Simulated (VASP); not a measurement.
Output of a VASP run:

**OSZICAR**
```
       N       E                     dE             d eps       ncg     rms          rms(c)
DAV:   1     0.115708926696E+03    0.11571E+03   -0.84319E+03   848   0.129E+03
DAV:   2    -0.406834978174E+01   -0.11978E+03   -0.10995E+03  1116   0.326E+02
DAV:   3    -0.921255058835E+01   -0.51442E+01   -0.51016E+01  1080   0.618E+01
DAV:   4    -0.934097075263E+01   -0.12842E+00   -0.12833E+00  1280   0.866E+00
DAV:   5    -0.934281271908E+01   -0.18420E-02   -0.18417E-02  1076   0.918E-01    0.583E+00
DAV:   6    -0.824552709531E+01    0.10973E+01   -0.38487E+00   916   0.169E+01    0.365E+00
DAV:   7    -0.822186422668E+01    0.23663E-01   -0.11931E-01  1148   0.314E+00    0.219E+00
DAV:   8    -0.822653657135E+01   -0.46723E-02   -0.64699E-02   904   0.290E+00    0.219E-01
DAV:   9    -0.822931789246E+01   -0.27813E-02   -0.77119E-03  1092   0.741E-01    0.134E-01
DAV:  10    -0.822993097162E+01   -0.61308E-03   -0.89767E-04   960   0.288E-01    0.804E-02
DAV:  11    -0.823031148393E+01   -0.38051E-03   -0.54874E-04   872   0.185E-01    0.195E-02
DAV:  12    -0.823030682532E+01    0.46586E-05   -0.55233E-05  1060   0.642E-02    0.715E-03
DAV:  13    -0.823030850193E+01   -0.16766E-05   -0.10917E-05   912   0.315E-02    0.436E-03
DAV:  14    -0.823030840685E+01    0.95084E-07   -0.73480E-07  1028   0.918E-03
   1 F= -.82303084E+01 E0= -.82303084E+01  d E =-.272171E-16
```

### OUTCAR
```
------------------------ aborting loop because EDIFF is reached ----------------------------------------
  FORCE on cell =-STRESS in cart. coord.  units (eV):
  Direction    XX          YY          ZZ          XY          YZ          ZX
  --------------------------------------------------------------------------------------
  Total       -0.1995292     -0.1995292     -0.1995292      0.0000000      0.0000000      0.0000000
  in kB       -7.9927720     -7.9927720     -7.9927720      0.0000000      0.0000000      0.0000000
  external PRESSURE =      -7.9927720 kB  Pullay stress =       0.0000000 kB
  volume of cell :       40.00
      direct lattice vectors                 reciprocal lattice vectors
     0.000000000  2.714333450  2.714333450    -0.184207287  0.184207287  0.184207287
     2.714333450  0.000000000  2.714333450     0.184207287 -0.184207287  0.184207287
     2.714333450  2.714333450  0.000000000     0.184207287  0.184207287 -0.184207287
  FREE ENERGIE OF THE ION-ELECTRON SYSTEM (eV)
  ---------------------------------------------------
  free  energy   TOTEN  =        -8.2303084068 eV

  energy  without entropy=       -8.2303084068  energy(sigma->0) =       -8.23030841
```
(Selected blocks of OUTCAR.)

**POSCAR**
```
KF
1
    0.0000000000     2.7143334500     2.7143334500
    2.7143334500     0.0000000000     2.7143334500
    2.7143334500     2.7143334500     0.0000000000
K F
1 1
Direct
  0.0000000000   0.0000000000   0.0000000000
  0.5000000000   0.5000000000   0.5000000000
```

Reconstruct the remaining input files.

Several could match; the one computed here: the input of the run itself, AM05 GGA, plane waves, VASP's PBE PAW potentials (set 64).

**KPOINTS**
```
Automatic
0
G
 9 9 9
0 0 0
```

### INCAR
```
SYSTEM = KF
PREC = Accurate
ENCUT = 520
EDIFF = 1E-7
NELM = 100
ALGO = Normal
LREAL = .FALSE.
LASPH = .TRUE.
ISMEAR = 0
SIGMA = 0.05
GGA = AM
LWAVE = .FALSE.
LCHARG = .FALSE.
ISIF = 2
```

POTCAR, in this order: K_sv F (PBE.64 set). Program: vasp_std.

The compound is KF in the rock salt structure. This cell is one point of a volume scan, at 1.03 of the reference volume.
